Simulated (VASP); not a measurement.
All values below come from PBE GGA with spin-orbit coupling, VASP's PBE PAW potentials (set 64) (plane waves; VASP 6.6.1).

Input for VASP

File POSCAR:
```
W
1
   -1.5458720000     1.5458720000     1.5458720000
    1.5458720000    -1.5458720000     1.5458720000
    1.5458720000     1.5458720000    -1.5458720000
W
1
Direct
  0.0000000000   0.0000000000   0.0000000000
```

### INCAR
```
# general
SYSTEM        = W
PREC          = Accurate
ENCUT         = 300
LREAL         = .FALSE.
LASPH         = .TRUE.

# electronic loop
EDIFF         = 1E-6
NELM          = 100
ALGO          = Normal
LMAXMIX       = 6

# smearing
ISMEAR        = -1
SIGMA         = 0.1

# functional
GGA           = PE
GGA_COMPAT    = .FALSE.

# spin
MAGMOM        = 3*0.0
LSORBIT       = .TRUE.
LNONCOLLINEAR = .TRUE.

# ions
ISIF          = 2

# output
LWAVE         = .FALSE.
LCHARG        = .FALSE.
LORBIT        = 11
```

### KPOINTS
```
K-points
0
G
  12 12 12
```

POTCAR, in this order: W_sv (PBE.64 set). Program: vasp_ncl.

The run wrote:

**OSZICAR**
```
       N       E                     dE             d eps       ncg     rms          rms(c)
DAV:   1     0.101744462119E+03    0.10174E+03   -0.56812E+03  3248   0.106E+03
DAV:   2    -0.112537281871E+02   -0.11300E+03   -0.10950E+03  3518   0.350E+02
DAV:   3    -0.141943820201E+02   -0.29407E+01   -0.29242E+01  3698   0.598E+01
DAV:   4    -0.142123649186E+02   -0.17983E-01   -0.17981E-01  3426   0.503E+00
DAV:   5    -0.142125578494E+02   -0.19293E-03   -0.19293E-03  3608   0.483E-01    0.237E+01
DAV:   6    -0.137728721148E+02    0.43969E+00   -0.46570E-01  3426   0.945E+00    0.102E+01
DAV:   7    -0.136517616388E+02    0.12111E+00   -0.26918E-01  3568   0.668E+00    0.223E+00
DAV:   8    -0.136496397043E+02    0.21219E-02   -0.34713E-03  3288   0.711E-01    0.369E-01
DAV:   9    -0.136477672258E+02    0.18725E-02   -0.14715E-03  3402   0.615E-01    0.420E-02
DAV:  10    -0.136477801677E+02   -0.12942E-04   -0.29891E-05  3630   0.738E-02    0.330E-02
DAV:  11    -0.136477722884E+02    0.78793E-05   -0.10279E-05  3412   0.469E-02    0.513E-03
DAV:  12    -0.136477726324E+02   -0.34406E-06   -0.22819E-07  2022   0.598E-03
   1 F= -.13647773E+02 E0= -.13639808E+02  d E =-.159291E-01  mag=    -0.0000     0.0000     0.0000
```

File OUTCAR:
```
------------------------ aborting loop because EDIFF is reached ----------------------------------------
  FORCE on cell =-STRESS in cart. coord.  units (eV):
  Direction    XX          YY          ZZ          XY          YZ          ZX
  --------------------------------------------------------------------------------------
  Total        2.9855715      2.9855715      2.9855715      0.0000000      0.0000000      0.0000000
  in kB      323.7110142    323.7110142    323.7110142      0.0000000      0.0000000      0.0000000
  external PRESSURE =     323.7110142 kB  Pullay stress =       0.0000000 kB
  volume of cell :       14.78
      direct lattice vectors                 reciprocal lattice vectors
    -1.545872000  1.545872000  1.545872000     0.000000000  0.323442044  0.323442044
     1.545872000 -1.545872000  1.545872000     0.323442044  0.000000000  0.323442044
     1.545872000  1.545872000 -1.545872000     0.323442044  0.323442044  0.000000000
 POSITION                                       TOTAL-FORCE (eV/Angst)
 -----------------------------------------------------------------------------------
      0.00000      0.00000      0.00000        -0.000000     -0.000000      0.000000
 -----------------------------------------------------------------------------------
    total drift:                               -0.000000     -0.000000      0.000000
  FREE ENERGIE OF THE ION-ELECTRON SYSTEM (eV)
  ---------------------------------------------------
  free  energy   TOTEN  =       -13.6477726324 eV

  energy  without entropy=      -13.6318435135  energy(sigma->0) =      -13.63980807

 total charge

# of ion       s       p       d       tot
------------------------------------------
    1        2.423   6.382   3.482  12.288

 magnetization (x)

# of ion       s       p       d       tot
------------------------------------------
    1        0.000   0.000  -0.000  -0.000

 magnetization (y)

# of ion       s       p       d       tot
------------------------------------------
    1       -0.000   0.000  -0.000  -0.000

 magnetization (z)

# of ion       s       p       d       tot
------------------------------------------
    1        0.000   0.000   0.000   0.000

 Ion:    1  E_soc:     -1.6176676
```
(Selected blocks of OUTCAR.)

**OUTCAR**
```
 val. band max:       12.4965596939   @ k =   0.4167   0.0000   0.0000

 cond. band min:      12.5479656154   @ k =  -0.1667   0.1667   0.1667


 Fermi energy:        12.5028214004

 k-point     1 :       0.0000    0.0000    0.0000
  band No.  band energies     occupation
      1     -61.5966      1.00000
      2     -61.5966      1.00000
      3     -31.1739      1.00000
      4     -31.1739      1.00000
      5     -22.1250      1.00000
      6     -22.1250      1.00000
      7     -22.1250      1.00000
      8     -22.1250      1.00000
      9       2.4674      1.00000
     10       2.4674      1.00000
     11      10.9387      1.00000
     12      10.9387      1.00000
     13      10.9387      1.00000
     14      10.9387      1.00000
     15      11.4501      0.99997
     16      11.4501      0.99997
     17      14.9594      0.00000
     18      14.9594      0.00000
     19      14.9594      0.00000
     20      14.9594      0.00000
     21      27.1611      0.00000
     22      27.1611      0.00000

 k-point     2 :       0.0833    0.0000    0.0000
  band No.  band energies     occupation
      1     -61.5846      1.00000
      2     -61.5846      1.00000
      3     -31.2061      1.00000
      4     -31.2061      1.00000
      5     -22.2356      1.00000
      6     -22.2356      1.00000
      7     -22.1462      1.00000
      8     -22.1462      1.00000
      9       2.8365      1.00000
     10       2.8365      1.00000
     11      10.7949      1.00000
     12      10.7949      1.00000
     13      10.9970      1.00000
     14      10.9970      1.00000
     15      11.6073      0.99987
     16      11.6073      0.99987
     17      14.6116      0.00000
     18      14.6116      0.00000
     19      14.9634      0.00000
     20      14.9634      0.00000
     21      27.4749      0.00000
     22      27.4749      0.00000

 k-point     3 :       0.1667    0.0000    0.0000
  band No.  band energies     occupation
      1     -61.5513      1.00000
...
```

At this cut-off the stress carries a Pulay error, which pulls relaxed volumes low.

The structure is a typed W crystal (Im-3m). The cell was not relaxed at this level. The run is one of a series of settings (GGA_COMPAT = .FALSE., LNONCOLLINEAR = .TRUE., LSORBIT = .TRUE., MAGMOM = 0.0 0.0 0.0, program vasp_ncl against the base run), some of them coarse on purpose.
